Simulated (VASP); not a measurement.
An input for Quantum ESPRESSO's pw.x (written as the equivalent of a VASP run, and not itself run):

```
&CONTROL
  calculation = 'vc-relax'
  pseudo_dir = './pseudo'
  outdir = './out'
  tprnfor = .true.
  tstress = .true.
  nstep = 60
  forc_conv_thr = 0.00039
/
&SYSTEM
  ibrav = 0
  nat = 2
  ntyp = 2
  ecutwfc = 102
  occupations = 'smearing'
  smearing = 'methfessel-paxton'
  degauss = 0.00735
  input_dft = 'pbesol'
/
&ELECTRONS
  conv_thr = 7.3e-08
  electron_maxstep = 100
/
&IONS
/
&CELL
/
ATOMIC_SPECIES
  Cd 112.414 Cd.upf
  O 15.999 O.upf
CELL_PARAMETERS angstrom
    -0.0000000    2.3535523    2.3535523
     2.3535523    0.0000000    2.3535523
     2.3535523    2.3535523   -0.0000000
ATOMIC_POSITIONS crystal
  Cd   0.0000000  0.0000000  0.0000000
  O    0.5000000  0.5000000  0.5000000
K_POINTS automatic
  12 12 12 0 0 0
```

Write the VASP files for the same calculation (PBEsol).

Several could match; the one computed here: 
INCAR:
```
SYSTEM=CdO
PREC=Accurate; ENCUT=520; LREAL=F
LASPH=T
EDIFF=1E-6; NELM=100; ALGO=Normal
LMAXMIX=4
ISMEAR=1; SIGMA=0.1
GGA=PS
IBRION=2; NSW=60; ISIF=3
EDIFFG=-0.01
LWAVE=F; LCHARG=F
```

**POSCAR**
```
CdO
1
   -0.0000000000     2.3535523144     2.3535523144
    2.3535523144     0.0000000000     2.3535523144
    2.3535523144     2.3535523144    -0.0000000000
Cd O
1 1
Direct
  0.0000000000   0.0000000000   0.0000000000
  0.5000000000   0.5000000000   0.5000000000
```

File KPOINTS:
```
Regular mesh
0
gamma
12 12 12
0 0 0
```

POTCAR, in this order: Cd O (PBE.64 set). Program: vasp_std.

What does not carry over: the potentials are each code's own (VASP's PAW set, PseudoDojo norm-conserving files in pw.x), so ENCUT and ecutwfc are chosen apart and not converted; conv_thr bounds pw.x's estimated SCF error, while EDIFF bounds the energy change between steps; forc_conv_thr acts on force components and is met together with etot_conv_thr.

The compound is CdO in the rock salt structure. It was relaxed first. The start is the result of an earlier pass.
